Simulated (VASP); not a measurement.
An input for Ansatz (written as the equivalent of a VASP run, and not itself run):

Ansatz 0.2 input:
```yaml
crystal:
  lattice:
    - [3.8342730, 0.0000000, 0.0000000]
    - [0.0000000, 12.1616730, 0.0000000]
    - [0.0000000, 0.0000000, 23.7671930]
  atoms:
    - { symbol: La, position: [0.5833330, 0.0000000, 0.4077810] }
    - { symbol: La, position: [0.5833330, 0.5000000, 0.4077810] }
    - { symbol: La, position: [0.5833330, 0.2500000, 0.3155610] }
    - { symbol: La, position: [0.0833330, 0.7500000, 0.3616710] }
    - { symbol: La, position: [0.0833330, 0.0000000, 0.5461100] }
    - { symbol: La, position: [0.0833330, 0.5000000, 0.5461100] }
    - { symbol: La, position: [0.0833330, 0.2500000, 0.4538900] }
    - { symbol: La, position: [0.5833330, 0.7500000, 0.5000000] }
    - { symbol: La, position: [0.5833330, 0.0000000, 0.6844390] }
    - { symbol: La, position: [0.5833330, 0.5000000, 0.6844390] }
    - { symbol: La, position: [0.5833330, 0.2500000, 0.5922190] }
    - { symbol: La, position: [0.0833330, 0.7500000, 0.6383290] }
kpoints:
  mp_grid: { grid: [7, 3, 1] }
hamiltonian:
  xc: lda
  pseudopotentials: { kind: paw }
scf:
  occupations: { method: gaussian, width: 0.136 }
  max_iter: 100
output: { forces: true, stress: true, eigenvalues: true }
```

Problem. Write the VASP files for the same calculation (LDA).

Solution. Several could match; the one computed here: 
### POSCAR
```
La
1.0
  3.8342730000   0.0000000000   0.0000000000
  0.0000000000  12.1616730000   0.0000000000
  0.0000000000   0.0000000000  23.7671930000
La
12
direct
  0.5833330000   0.0000000000   0.4077810000
  0.5833330000   0.5000000000   0.4077810000
  0.5833330000   0.2500000000   0.3155610000
  0.0833330000   0.7500000000   0.3616710000
  0.0833330000   0.0000000000   0.5461100000
  0.0833330000   0.5000000000   0.5461100000
  0.0833330000   0.2500000000   0.4538900000
  0.5833330000   0.7500000000   0.5000000000
  0.5833330000   0.0000000000   0.6844390000
  0.5833330000   0.5000000000   0.6844390000
  0.5833330000   0.2500000000   0.5922190000
  0.0833330000   0.7500000000   0.6383290000
```

### KPOINTS
```
Automatic mesh
0
Gamma
7 3 1
0 0 0
```

### INCAR
```
ALGO = Normal
EDIFF = 1E-6
ENCUT = 300
ISIF = 2
ISMEAR = 0
LASPH = T
LCHARG = F
LMAXMIX = 6
LREAL = F
LWAVE = F
NELM = 100
PREC = Accurate
SIGMA = 0.136
SYSTEM = La
```

POTCAR, in this order: La (LDA.64 set). Program: vasp_std.

Limits of the translation: each code has its own PAW files, so the cut-off isn't converted (ENCUT is set for VASP's; basis.ecutwfc is left out, and Ansatz then takes the one that its files recommend); Ansatz stops its SCF on the density residual and VASP on the energy change (EDIFF); Ansatz's lda is the Perdew-Wang form, while the LDA potentials of VASP carry Perdew-Zunger's.

The cell is a sheet with vacuum, built from a database entry that may be metastable or hypothetical.
